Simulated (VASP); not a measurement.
Given:

```
Al3Sc
1.0
    4.13805     0.00000     0.00000
    0.00000     4.09999     0.00000
    0.00000     0.00000     4.18039
Sc Al
1 3
Direct
  0.00000   0.00000   0.00000
  0.00000   0.50000   0.50000
  0.50000   0.00000   0.50000
  0.52063   0.50000   0.00000
```

The numbers are results of PBEsol GGA, VASP's PBE PAW potentials (set 64) (plane waves; VASP), not measurements. Numerical set-up: 400 eV cut-off, 7×7×7 Γ-centred mesh, first-order Methfessel-Paxton smearing of 0.10 eV, potentials Sc_sv Al.

Q: Which forces act on the atoms, in eV/Å?

A: 
| atom | Fx | Fy | Fz |
|---|---|---|---|
| Sc1 | 0.351 | 0.000 | 0.000 |
| Al2 | 0.130 | 0.000 | 0.000 |
| Al3 | 0.016 | 0.000 | 0.000 |
| Al4 | -0.497 | 0.000 | 0.000 |

Q: Give the stress tensor in GPa (positive for a compressed cell).

A: 
```
-3.82   0.00   0.00
 0.00  -2.94   0.00
 0.00   0.00  -5.21
```
The pressure is its mean diagonal, -3.99 GPa.

The compound is Al3Sc in the L1_2 structure. The cell was not relaxed at this level, atoms are displaced from their ideal sites. The run is one of a series of settings (GGA = PS against the base run), some of them coarse on purpose.
